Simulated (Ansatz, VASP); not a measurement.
# Cross-check of K2CaP4O12 between VASP and Ansatz, part 2 of 2

Aim: how closely do two programs agree when they are given the same cell, functional and k mesh? The structure shown is frame 94 of Ansatz's trajectory.

VASP 6.6.1 and Ansatz 0.2.0.

So far: Starting point; Ansatz: dynamics, LDA.

### Step 3. VASP: single point, LDA

Level of this step: LDA; plane waves and PAW (P, K_sv, Ca_sv, O) (VASP).

The same cell, functional (in two slightly different forms) and mesh now go to VASP, with its own data sets.

Lines of VASP's logs that name or quote its potential files are left out, and so is its time.

The input, INCAR:

```
SYSTEM = K2CaP4O12
PREC = Accurate
ENCUT = 520
EDIFF = 1E-06
NELM = 120
ISMEAR = 0
SIGMA = 0.01
LREAL = Auto
ALGO = Normal
GGA = CA
NBANDS = 296
LORBIT = 11
LWAVE = .FALSE.
LCHARG = .FALSE.
ISIF = 2
LASPH = .TRUE.
GGA_COMPAT = .FALSE.
EFERMI = MIDGAP
NCORE = 2
```

The input, POSCAR:

```
K2CaP4O12
1.0
   10.4067300000      0.0000000000      0.0000000000
    0.0000000000     10.4067300000      0.0000000000
    0.0000000000      0.0000000000     10.4067300000
P K Ca O
16 8 4 48
Direct
    0.4504873289      0.9451095589      0.4544078688
    0.9503369454      0.1226802271      0.9649813150
    0.6248264344      0.3122018156      0.2578619797
    0.0820430625      0.1147142282      0.6870650050
    0.2835664998      0.0763256085      0.1168955090
    0.2111902586      0.4134247742      0.4050936269
    0.6725359455      0.5683053178      0.3831270726
    0.5585327956      0.4322106944      0.9980464565
    0.7763533790      0.9694784048      0.4689081008
    0.5670657353      0.0715594620      0.0930359489
    0.3605551408      0.8373908038      0.7311614695
    0.0174982920      0.5469345318      0.8006453516
    0.8897127148      0.6546821144      0.1937400125
    0.8000495833      0.3448441537      0.8526693784
    0.7786980156      0.8887806256      0.0204194785
    0.4166438449      0.2462733251      0.4736646382
    0.1504026721      0.7433458925      0.0007302966
    0.6681253381      0.0430971112      0.7105690260
    0.9493856379      0.1719944690      0.2977880660
    0.6682502573      0.6700759989      0.6666839632
    0.1384969150      0.3954364147      0.0809572267
    0.4471145115      0.6677121440      0.2515583666
    0.1645858017      0.6914563941      0.5057976905
    0.1112645375      0.9303498794      0.2919168653
    0.3802347135      0.1530932387      0.8411575971
    0.3417115655      0.5267168457      0.7179680841
    0.8853693716      0.3621118257      0.5521138725
    0.9464836697      0.8332876898      0.7392716060
    0.5630683221      0.3268365759      0.1111876641
    0.9925625052      0.2186757992      0.6544418852
    0.5207303351      0.2663468736      0.3660131473
    0.8211609218      0.2007258764      0.9134089190
    0.9777038513      0.6663668607      0.8767499493
    0.7636981069      0.6467065063      0.2854114597
    0.3929188131      0.9553048844      0.8095722672
    0.7586532946      0.2983261793      0.3028328783
    0.5617038205      0.5606179847      0.0518606709
    0.0681674263      0.3866920733      0.4182581848
    0.7545693988      0.3344085991      0.7204376399
    0.2730925084      0.1841885011      0.0173128351
    0.1517383462      0.4954390092      0.8183838727
    0.3626403299      0.8855807732      0.3557889942
    0.4291645887      0.8764905018      0.5934332879
    0.9417559598      0.4107245984      0.8840913524
    0.4077073202      0.0931032130      0.4927868793
    0.0636222906      0.9814831364      0.6423247264
    0.5776550367      0.6618025066      0.4320665569
    0.2134291944      0.9573035910      0.0545704558
    0.6377315449      0.1421580074      0.2004568198
    0.8325573931      0.9256798245      0.3414232905
    0.2215393308      0.7965134101      0.7098195110
    0.2452067076      0.1053356818      0.2525096740
    0.8162986836      0.7684930809      0.0865017157
    0.2583712655      0.4860508536      0.5260826408
    0.4402343483      0.7151910350      0.7496110690
    0.7951392993      0.8885307873      0.8744245310
    0.9528766481      0.5481260684      0.6689517264
    0.2453796726      0.4881072152      0.2840469581
    0.7914974252      0.1106975967      0.4993018941
    0.9987796359      0.7353510661      0.2414783510
    0.6535001869      0.9434760006      0.0766811477
    0.5967964961      0.4651124801      0.2901583879
    0.2880347621      0.2853345864      0.4019706478
    0.4502278814      0.2997579451      0.6026004326
    0.9123999566      0.5415437895      0.1171645656
    0.5803071666      0.1255053220      0.9610703843
    0.4655833292      0.3854236633      0.8958433629
    0.7457385749      0.5047406822      0.4839656645
    0.4337769885      0.0262522425      0.1406109316
    0.5934525062      0.9592446426      0.4415411950
    0.2164849093      0.1477121055      0.7251365222
    0.7930156735      0.8779510951      0.5820848624
    0.8939695755      0.9983059040      0.0411848871
    0.7129713176      0.4137995316      0.9501928079
    0.0148557712      0.2018021031      0.0612680448
    0.0099358780      0.0562232325      0.8400044971
```

The input, KPOINTS:

```
Automatic mesh
0
Gamma
1 1 1
0 0 0
```

PAW data sets: P, K_sv, Ca_sv and O (LDA family, release 64).

Run with:

```sh
$ mpirun -np 8 vasp_gam
```

Numbers of over 12 decimals in the logs are rounded to 6 here.

The log of the run:

```text
[banner, memory and clock lines left out]
running    8 mpi-ranks, on    1 nodes
[...]
LDA part: xc-table for (Slater(with rela. corr.)+CA(PZ))
 , standard interpolation
 POSCAR, INCAR and KPOINTS ok, starting setup
[...]
entering main loop
       N       E                     dE             d eps       ncg     rms          rms(c)
DAV:   1     0.551584334956E+04    0.55158E+04   -0.28323E+05   592   0.164E+03
DAV:   2    -0.173588828265E+02   -0.55332E+04   -0.52861E+04   712   0.457E+02
DAV:   3    -0.607637803159E+03   -0.59028E+03   -0.58580E+03   728   0.158E+02
DAV:   4    -0.636622574634E+03   -0.28985E+02   -0.28880E+02   864   0.342E+01
[...]
DAV:  19    -0.558829119512E+03    0.44528E-05   -0.93632E-06   688   0.118E-02    0.141E-02
DAV:  20    -0.558829116572E+03    0.29392E-05   -0.93225E-06   664   0.112E-02    0.429E-03
DAV:  21    -0.558829117070E+03   -0.49781E-06   -0.65510E-06   688   0.562E-03
   1 F= -.55882912E+03 E0= -.55882912E+03  d E =0.000000E+00
```

Parts of OUTCAR (step 3):

```text
  Total      -27.0924115    -17.5737794    -25.1377058    -16.1543318      0.9565128      4.0240444
  in kB      -38.5137126    -24.9823272    -35.7349650    -22.9644854      1.3597483      5.7204539
  external PRESSURE =     -33.0770016 kB  Pullay stress =       0.0000000 kB

  FREE ENERGIE OF THE ION-ELECTRON SYSTEM (eV)
  ---------------------------------------------------
  free  energy   TOTEN  =      -558.8291170702 eV

  energy  without entropy=     -558.8291170702  energy(sigma->0) =     -558.82911707

[... 3 further parts left out ...]
[key lines of the parts left out:]
E-fermi :   2.7820
```

The run ends at a pressure of -3.31 GPa, with forces up to 4.6 eV/Å.

### Step 4. Differences

Known differences besides the potentials themselves: the two LDA forms differ slightly; fixed occupations in Ansatz, narrow Gaussian smearing in VASP; the cutoff is 420 eV in Ansatz and 520 eV in VASP (PREC = Accurate, projectors in real space); VASP's log shows a relativistic correction to its local exchange, Ansatz's none. Total energies have different zeros and are not compared.

Forces on 10 of the 76 atoms, those with the largest forces and the largest differences (eV/Å; atoms numbered as in POSCAR):

```tsv
atom	Ansatz x, y, z	VASP x, y, z
P4	0.483, -0.820, 2.942	0.455, -0.815, 2.886
P5	-3.074, -1.618, -1.390	-3.048, -1.596, -1.325
P6	-1.599, 3.725, 0.028	-1.600, 3.655, 0.022
P12	-2.474, -2.116, 1.053	-2.424, -2.118, 1.069
P14	3.650, -0.264, 2.957	3.529, -0.263, 2.887
P15	2.632, 2.463, -2.302	2.597, 2.329, -2.176
O30	-0.063, 0.513, -0.425	0.081, 0.344, -0.345
O39	-0.566, 0.212, -0.464	-0.534, 0.220, -0.275
O63	1.901, -2.062, 1.351	1.904, -1.936, 1.411
O68	1.195, -0.770, 1.202	1.063, -0.655, 1.016
```

The forces differ by 57 meV/Å r.m.s., which is 5.4 % of the r.m.s. force of 1.053 eV/Å (both taken over all components).

### Step 5. What came out

| Quantity | Value |
| --- | --- |
| r.m.s. force difference (single point, LDA) | 5.4 % of the r.m.s. force |

In words: The r.m.s. force difference is 5.4 % of the r.m.s. force (single point, LDA), beyond the 3 % picked in this series as the mark of a large difference. What causes the difference of the single point, LDA pair stays open here. 2 further runs of this series are not shown here. How closely two codes agree says nothing of how well the functional describes the real material.

[Lines on the potential files, build, host, timing and source positions are cut from VASP's logs without a mark.]

[Logs are printed without paths, hosts, clocks, repeated set-up lines and the standing remarks that a program may print on its own settings, such as how far it seeks lower states.]

[Hosts, paths, dates, database ids (printed as entryN), source tags and the programs' standing remarks are cut or masked in the printed files.]
